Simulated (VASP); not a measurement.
Input of a VASP 6.6.1 run:

File INCAR:

```
PREC     = Accurate       # precision mode
ENCUT    = 600            # plane-wave cutoff, eV
EDIFF    = 1E-7           # SCF threshold, eV
ISMEAR   = 0              # smearing method
SIGMA    = 0.03           # smearing width, eV
LREAL    = F              # projectors in reciprocal space
LASPH    = T              # aspherical terms in the spheres
NELM     = 80             # most SCF steps
ALGO     = Normal         # electronic algorithm
ISIF     = 3              # what is computed and relaxed
LWAVE    = F              # write WAVECAR
LCHARG   = F              # write CHGCAR
GGA      = PE             # functional
IBRION   = 2              # ionic algorithm
NSW      = 90             # ionic steps
EDIFFG   = -0.005         # ionic threshold
```

KPOINTS

```
regular mesh
0
Gamma
  12 12 12
```

The input POSCAR:

```
Sn                                      
1.0
   -2.9646988984      2.9646988984      1.6144270098
    2.9646988984     -2.9646988984      1.6144270098
    2.9646988984      2.9646988984     -1.6144270098
  Sn            
     2
Direct
     0.0000000000000000    0.0000000000000000    0.0000000000000000
     0.7500000000000000    0.2500000000000000    0.5000000000000000
```

Potentials or basis: VASP PAW PBE potentials, release 64 (Sn_d).

Run with:

```console
$ cat potpaw_PBE.64/Sn_d/POTCAR > POTCAR
$ mpirun -np 1 vasp_std > vasp.out
```

Problem. Estimate the band gap on the k mesh.

Solution. None (metal or under the smearing width).

Final structure:
```cif
data_structure
_symmetry_space_group_name_H-M 'P 1'
_symmetry_Int_Tables_number 1
_cell_length_a 4.4928
_cell_length_b 4.4928
_cell_length_c 4.4928
_cell_angle_alpha 97.419
_cell_angle_beta 97.419
_cell_angle_gamma 137.881
_cell_volume 56.76
loop_
_atom_site_label
_atom_site_type_symbol
_atom_site_fract_x
_atom_site_fract_y
_atom_site_fract_z
_atom_site_occupancy
Sn1 Sn 0.00000 0.00000 0.00000 1
Sn2 Sn 0.75000 0.25000 0.50000 1
```

Caveat: the relaxation stopped at its first step, so nothing moved.
